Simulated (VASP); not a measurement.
Consider the following.

```yaml
crystal:
  lattice:
    - [4.43864, 0.00000, 0.00000]
    - [0.00000, 4.43864, 0.00000]
    - [0.00000, 0.00000, 4.43864]
  atoms:
    - { symbol: Mg, position: [0.00000, 0.00000, 0.00000] }
    - { symbol: Mg, position: [0.50000, 0.50000, 0.00000] }
    - { symbol: Mg, position: [0.50000, 0.00000, 0.50000] }
    - { symbol: O, position: [0.50000, 0.50000, 0.50000] }
    - { symbol: O, position: [0.00000, 0.00000, 0.50000] }
    - { symbol: O, position: [0.00000, 0.50000, 0.00000] }
    - { symbol: O, position: [0.50000, 0.00000, 0.00000] }
    - { symbol: Cd, position: [0.00000, 0.50000, 0.50000] }
```

Method: HSE06 screened hybrid, VASP's PBE PAW potentials (set 64) (plane waves; VASP 6.6.1). Settings: 500 eV cut-off, 4×4×4 Γ-centred mesh, Gaussian smearing of 0.050 eV, potentials Mg O Cd.

### Question
Give the stress tensor in GPa (positive for a compressed cell).

### Answer

```
-4.90   0.00   0.00
 0.00  -4.90   0.00
 0.00   0.00  -4.90
```
The pressure is its mean diagonal, -4.90 GPa.

The structure was generated: CdMg3O4 was put into an ordered model structure (Pm-3m), which need not be its known phase. It was relaxed first, which changed the volume by +8 %. The cell's shape comes from a PBE relaxation.
